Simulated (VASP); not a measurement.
Level of theory: MS2 meta-GGA, VASP's PBE PAW potentials (set 64) (plane waves; VASP).

VASP input:

**INCAR**
```
ALGO  =  Normal
EDIFF  =  1E-7
EDIFFG  =  -0.01
ENCUT  =  520
IBRION  =  2
ISIF  =  4
ISMEAR  =  0
LASPH  =  .TRUE.
LCHARG  =  .FALSE.
LMAXMIX  =  4
LMIXTAU  =  .TRUE.
LREAL  =  .FALSE.
LWAVE  =  .FALSE.
METAGGA  =  MS2
NELM  =  100
NSW  =  30
PREC  =  Accurate
SIGMA  =  0.05
SYSTEM  =  GaN
```

### KPOINTS
```
Automatic mesh
0
Gamma
8 8 5
0 0 0
```

File POSCAR:
```
GaN
1.0
  1.5502922204  -2.6851848559   0.0000000000
  1.5502922204   2.6851848559   0.0000000000
  0.0000000000   0.0000000000   5.0486062522
Ga N
2 2
Cartesian
  1.5502922204  -0.8950634088   2.5258001565
  1.5502922204   0.8950634088   0.0014970304
  1.5502922204  -0.8950634088   4.4261306528
  1.5502922204   0.8950634088   1.9018275267
```

POTCAR, in this order: Ga_d N (PBE.64 set). Program: vasp_std.

What VASP printed:

**OSZICAR**
```
...
DAV:   5    -0.643653939048E+02   -0.20889E-01   -0.20882E-01  1484   0.370E+00    0.108E+01
DAV:   6    -0.346405738298E+02    0.29725E+02   -0.35700E+01  2318   0.148E+02    0.374E+00
DAV:   7    -0.312323469355E+02    0.34082E+01   -0.12354E+01  1564   0.404E+01    0.360E+00
DAV:   8    -0.314712107281E+02   -0.23886E+00   -0.69382E-01  1710   0.817E+00    0.291E+00
DAV:   9    -0.311486070178E+02    0.32260E+00   -0.76822E-01  1612   0.723E+00    0.110E+00
DAV:  10    -0.312656631758E+02   -0.11706E+00   -0.60663E-02  1404   0.199E+00    0.130E+00
DAV:  11    -0.314401990896E+02   -0.17454E+00   -0.14170E-01  1380   0.394E+00    0.188E+00
DAV:  12    -0.310771567340E+02    0.36304E+00   -0.28246E-01  1328   0.632E+00    0.897E-01
DAV:  13    -0.314142111821E+02   -0.33705E+00   -0.44323E-01  1320   0.734E+00    0.144E+00
DAV:  14    -0.314141899054E+02    0.21277E-04   -0.18669E-02  1702   0.151E+00    0.134E+00
DAV:  15    -0.314146652405E+02   -0.47534E-03   -0.56635E-04  1710   0.241E-01    0.128E+00
DAV:  16    -0.314129794748E+02    0.16858E-02   -0.57822E-04  1848   0.373E-01    0.107E+00
DAV:  17    -0.314157073929E+02   -0.27279E-02   -0.91581E-03  2168   0.140E+00    0.103E-01
DAV:  18    -0.314152012413E+02    0.50615E-03   -0.14223E-03  1458   0.354E-01    0.194E-01
DAV:  19    -0.314154868288E+02   -0.28559E-03   -0.21496E-04  2004   0.312E-01    0.205E-02
DAV:  20    -0.314153180781E+02    0.16875E-03   -0.15522E-04  2308   0.212E-01    0.768E-02
DAV:  21    -0.314155272779E+02   -0.20920E-03   -0.37424E-05  1386   0.676E-02    0.465E-02
DAV:  22    -0.314154129657E+02    0.11431E-03   -0.15214E-05  1870   0.338E-02    0.317E-02
DAV:  23    -0.314154312298E+02   -0.18264E-04   -0.86005E-06  2216   0.344E-02    0.283E-03
DAV:  24    -0.314154079732E+02    0.23257E-04   -0.16079E-06  1446   0.129E-02    0.207E-03
DAV:  25    -0.314154094909E+02   -0.15178E-05   -0.10382E-07   960   0.396E-03    0.720E-04
DAV:  26    -0.314154039932E+02    0.54977E-05   -0.41883E-08   804   0.369E-03    0.119E-03
DAV:  27    -0.314154103252E+02   -0.63320E-05   -0.36034E-08   690   0.230E-03    0.449E-04
DAV:  28    -0.314154080453E+02    0.22799E-05   -0.10690E-08   690   0.130E-03    0.164E-04
DAV:  29    -0.314154082182E+02   -0.17293E-06   -0.77011E-09   684   0.882E-04    0.137E-04
DAV:  30    -0.314154081571E+02    0.61144E-07   -0.25183E-09   690   0.501E-04
   1 F= -.31415408E+02 E0= -.31415408E+02  d E =-.314154E+02
       N       E                     dE             d eps       ncg     rms          rms(c)
DAV:   1    -0.314136628015E+02    0.17454E-02   -0.23063E-01  1320   0.379E+00    0.743E-02
DAV:   2    -0.314154878261E+02   -0.18250E-02   -0.96925E-03  1366   0.995E-01    0.410E-02
DAV:   3    -0.314157303459E+02   -0.24252E-03   -0.49651E-04  1854   0.226E-01    0.251E-02
DAV:   4    -0.314155946062E+02    0.13574E-03   -0.11110E-04  1854   0.122E-01    0.875E-03
DAV:   5    -0.314157075555E+02   -0.11295E-03   -0.94881E-05  1732   0.107E-01    0.200E-03
DAV:   6    -0.314157179599E+02   -0.10404E-04   -0.18021E-05  1452   0.446E-02    0.133E-03
DAV:   7    -0.314157270827E+02   -0.91228E-05   -0.20202E-06  1582   0.128E-02    0.731E-04
DAV:   8    -0.314157208347E+02    0.62480E-05   -0.53174E-07  1436   0.695E-03    0.714E-04
DAV:   9    -0.314157256974E+02   -0.48627E-05   -0.10847E-07   896   0.350E-03    0.272E-04
DAV:  10    -0.314157248550E+02    0.84242E-06   -0.39680E-08   726   0.201E-03    0.188E-04
DAV:  11    -0.314157254719E+02   -0.61694E-06   -0.82335E-09   702   0.127E-03    0.203E-04
DAV:  12    -0.314157255770E+02   -0.10510E-06   -0.34390E-09   696   0.737E-04    0.172E-04
DAV:  13    -0.314157253333E+02    0.24368E-06   -0.18848E-09   684   0.510E-04    0.118E-04
DAV:  14    -0.314157255444E+02   -0.21107E-06   -0.83873E-10   678   0.366E-04    0.546E-05
DAV:  15    -0.314157252442E+02    0.30021E-06   -0.33857E-10   666   0.241E-04    0.323E-05
DAV:  16    -0.314157253107E+02   -0.66470E-07   -0.11351E-10   678   0.125E-04
   2 F= -.31415725E+02 E0= -.31415725E+02  d E =-.317154E-03
       N       E                     dE             d eps       ncg     rms          rms(c)
DAV:   1    -0.314156242383E+02    0.10101E-03   -0.25413E-02  1320   0.126E+00    0.243E-02
DAV:   2    -0.314158216931E+02   -0.19745E-03   -0.10539E-03  1374   0.328E-01    0.137E-02
DAV:   3    -0.314158382803E+02   -0.16587E-04   -0.54282E-05  1848   0.746E-02    0.853E-03
DAV:   4    -0.314158380877E+02    0.19257E-06   -0.11608E-05  1864   0.390E-02    0.284E-03
DAV:   5    -0.314158312653E+02    0.68225E-05   -0.10185E-05  1696   0.351E-02    0.693E-04
DAV:   6    -0.314158399751E+02   -0.87098E-05   -0.19094E-06  1458   0.145E-02    0.459E-04
DAV:   7    -0.314158375601E+02    0.24150E-05   -0.20559E-07  1390   0.402E-03    0.254E-04
DAV:   8    -0.314158395932E+02   -0.20331E-05   -0.57617E-08   768   0.234E-03    0.267E-04
DAV:   9    -0.314158380535E+02    0.15397E-05   -0.13439E-08   696   0.135E-03    0.127E-04
DAV:  10    -0.314158383320E+02   -0.27851E-06   -0.59574E-09   702   0.775E-04    0.634E-05
DAV:  11    -0.314158381917E+02    0.14034E-06   -0.17243E-09   690   0.530E-04    0.833E-05
DAV:  12    -0.314158381259E+02    0.65801E-07   -0.77149E-10   678   0.323E-04
   3 F= -.31415838E+02 E0= -.31415838E+02  d E =-.429969E-03
       N       E                     dE             d eps       ncg     rms          rms(c)
DAV:   1    -0.314173047230E+02   -0.14665E-02   -0.49939E-02  1546   0.194E+00    0.232E-01
DAV:   2    -0.314162995518E+02    0.10052E-02   -0.27252E-03  1606   0.851E-01    0.138E-01
DAV:   3    -0.314158704049E+02    0.42915E-03   -0.11802E-03  1790   0.552E-01    0.153E-02
DAV:   4    -0.314159061861E+02   -0.35781E-04   -0.43859E-04  1374   0.236E-01    0.806E-03
DAV:   5    -0.314159880890E+02   -0.81903E-04   -0.10060E-04  1392   0.109E-01    0.540E-03
DAV:   6    -0.314159573509E+02    0.30738E-04   -0.22619E-05  1426   0.551E-02    0.149E-03
DAV:   7    -0.314159747345E+02   -0.17384E-04   -0.18889E-06  1596   0.144E-02    0.129E-03
DAV:   8    -0.314159741831E+02    0.55133E-06   -0.49335E-08   932   0.235E-03    0.119E-03
DAV:   9    -0.314159820602E+02   -0.78771E-05   -0.14600E-07   946   0.506E-03    0.484E-04
DAV:  10    -0.314159776627E+02    0.43975E-05   -0.56297E-08   738   0.270E-03    0.267E-04
DAV:  11    -0.314159772426E+02    0.42006E-06   -0.13048E-08   696   0.136E-03    0.187E-04
DAV:  12    -0.314159770521E+02    0.19047E-06   -0.35287E-09   684   0.853E-04    0.144E-04
DAV:  13    -0.314159749196E+02    0.21325E-05   -0.80052E-09   666   0.125E-03    0.751E-05
DAV:  14    -0.314159757157E+02   -0.79611E-06   -0.24395E-09   660   0.623E-04    0.707E-05
DAV:  15    -0.314159756257E+02    0.89947E-07   -0.50856E-10   660   0.259E-04
   4 F= -.31415976E+02 E0= -.31415976E+02  d E =-.137500E-03
       N       E                     dE             d eps       ncg     rms          rms(c)
DAV:   1    -0.314160849609E+02   -0.10925E-03   -0.33604E-03  1546   0.504E-01    0.601E-02
DAV:   2    -0.314160275416E+02    0.57419E-04   -0.18360E-04  1606   0.221E-01    0.357E-02
DAV:   3    -0.314159661475E+02    0.61394E-04   -0.79412E-05  1790   0.143E-01    0.401E-03
DAV:   4    -0.314160016315E+02   -0.35484E-04   -0.29288E-05  1368   0.611E-02    0.210E-03
DAV:   5    -0.314159840946E+02    0.17537E-04   -0.66360E-06  1400   0.279E-02    0.140E-03
DAV:   6    -0.314159997849E+02   -0.15690E-04   -0.15352E-06  1438   0.144E-02    0.390E-04
DAV:   7    -0.314159955463E+02    0.42386E-05   -0.11879E-07  1056   0.378E-03    0.325E-04
DAV:   8    -0.314159960611E+02   -0.51479E-06   -0.10787E-08   714   0.127E-03    0.298E-04
DAV:   9    -0.314159927960E+02    0.32651E-05   -0.22613E-08   696   0.174E-03    0.139E-04
DAV:  10    -0.314159948244E+02   -0.20284E-05   -0.77297E-09   684   0.992E-04    0.712E-05
DAV:  11    -0.314159950899E+02   -0.26554E-06   -0.31526E-09   660   0.720E-04    0.720E-05
DAV:  12    -0.314159950444E+02    0.45540E-07   -0.84821E-10   660   0.414E-04
   5 F= -.31415995E+02 E0= -.31415995E+02  d E =-.156918E-03
```

File OUTCAR:
```
------------------------ aborting loop because EDIFF is reached ----------------------------------------
  FORCE on cell =-STRESS in cart. coord.  units (eV):
  Direction    XX          YY          ZZ          XY          YZ          ZX
  --------------------------------------------------------------------------------------
  Total        3.8508517      3.8508515      3.8357169      0.0000000      0.0000000      0.0000000
  in kB      146.7837973    146.7837927    146.2069006      0.0000000      0.0000000      0.0000000
  external PRESSURE =     146.5914969 kB  Pullay stress =       0.0000000 kB
  volume of cell :       42.03
      direct lattice vectors                 reciprocal lattice vectors
     1.551614930 -2.687475851  0.000000000     0.322244901 -0.186048183  0.000000000
     1.551614930  2.687475851  0.000000000     0.322244901  0.186048183 -0.000000000
     0.000000000  0.000000000  5.040002331     0.000000000  0.000000000  0.198412607
  FREE ENERGIE OF THE ION-ELECTRON SYSTEM (eV)
  ---------------------------------------------------
  free  energy   TOTEN  =       -31.4159950444 eV

  energy  without entropy=      -31.4159950444  energy(sigma->0) =      -31.41599504

 reached required accuracy - stopping structural energy minimisation
```
(Selected blocks of OUTCAR.)

### CONTCAR
```
GaN
   1.00000000000000
     1.5516149301328843   -2.6874758506305492    0.0000000000000000
     1.5516149301328843    2.6874758506305492    0.0000000000000000
     0.0000000000000000    0.0000000000000000    5.0400023313865843
  Ga              N
     2     2
Direct
     0.6666669999999968    0.3333330000000032    0.4996329866580167
     0.3333330000000032    0.6666669999999968    0.9996329866580168
     0.6666669999999968    0.3333330000000032    0.8773670133419785
     0.3333330000000032    0.6666669999999968    0.3773670133419786
```

The compound is GaN in the wurtzite structure. This cell is one point of a volume scan, at 0.94 of the reference volume. Symmetry was kept, so distortions that lower it aren't found.
